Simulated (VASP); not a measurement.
A convergence study with VASP on Pt (fcc): a few settings are varied, all else stays as given below, so the limit is that of these other settings. The cell's lengths are 1 % over those of the tabulated start, so it is off equilibrium.

```
Pt
1.0
    0.00000     1.97960     1.97960
    1.97960     0.00000     1.97960
    1.97960     1.97960     0.00000
Pt
1
Direct
  0.00000   0.00000   0.00000
```

Calculation: PBEsol GGA, VASP's PBE PAW potentials (set 64) (plane waves; VASP 6.6.1). The last row used: 900 eV cut-off, 14×14×14 Γ-centred mesh, first-order Methfessel-Paxton smearing of 0.10 eV, potentials Pt_pv.

Energies of different potentials or hybrids have different zeros.

```json
[
 {"setting": "ENCUT = 300, POTCAR Pt", "E (eV/atom)": "-6.9637", "pressure (GPa)": "-9.56", "plane waves": "193"},
 {"setting": "ENCUT = 400, POTCAR Pt", "E (eV/atom)": "-6.9569", "pressure (GPa)": "-8.90", "plane waves": "295"},
 {"setting": "ENCUT = 520, POTCAR Pt", "E (eV/atom)": "-6.9570", "pressure (GPa)": "-8.92", "plane waves": "444"},
 {"setting": "ENCUT = 700, POTCAR Pt", "E (eV/atom)": "-6.9571", "pressure (GPa)": "-8.82", "plane waves": "664"},
 {"setting": "ENCUT = 900, POTCAR Pt", "E (eV/atom)": "-6.9567", "pressure (GPa)": "-8.84", "plane waves": "967"},
 {"setting": "ENCUT = 300, POTCAR Pt_pv", "E (eV/atom)": "-6.9479", "pressure (GPa)": "-12.48", "plane waves": "193"},
 {"setting": "ENCUT = 400, POTCAR Pt_pv", "E (eV/atom)": "-6.9480", "pressure (GPa)": "-10.78", "plane waves": "295"},
 {"setting": "ENCUT = 520, POTCAR Pt_pv", "E (eV/atom)": "-6.9427", "pressure (GPa)": "-8.40", "plane waves": "444"},
 {"setting": "ENCUT = 700, POTCAR Pt_pv", "E (eV/atom)": "-6.9424", "pressure (GPa)": "-8.43", "plane waves": "664"},
 {"setting": "ENCUT = 900, POTCAR Pt_pv", "E (eV/atom)": "-6.9424", "pressure (GPa)": "-8.16", "plane waves": "967"}
]
```

Left out are rungs that failed or repeat a setting and relaxations that didn't move; long series are thinned to 24 rows.

The compound is Pt in the fcc structure. The cell was not relaxed at this level.
